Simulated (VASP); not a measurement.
Take HgS (zinc blende), without spin-orbit terms, in VASP with PAW potentials, and its band gap. mBJ is a potential without an energy functional, so only the levels count.

Question: One run gives 0.32 eV. Which level is it?
(A) mBJ (TB09) (PBE cell)
(B) HSE06 (PBE cell)
(C) AM05 (own cell)
(D) PBE-D3(BJ) (own cell)

Answer: B, HSE06 (PBE cell).  The others give 0 (metallic) (PBE-D3(BJ) (own cell)), 0.62 (mBJ (TB09) (PBE cell)), 0 (metallic) (AM05 (own cell)).

Only levels that ran to the end are used. Left out are those held back, those with too coarse a band path, GW runs whose mesh misses a band edge, hybrids' fits of cells that aren't cubic and levels without matching references; a question may draw on a part of the rest.

The compound is HgS in the zinc blende structure, metacinnabar; cinnabar is the stable form.
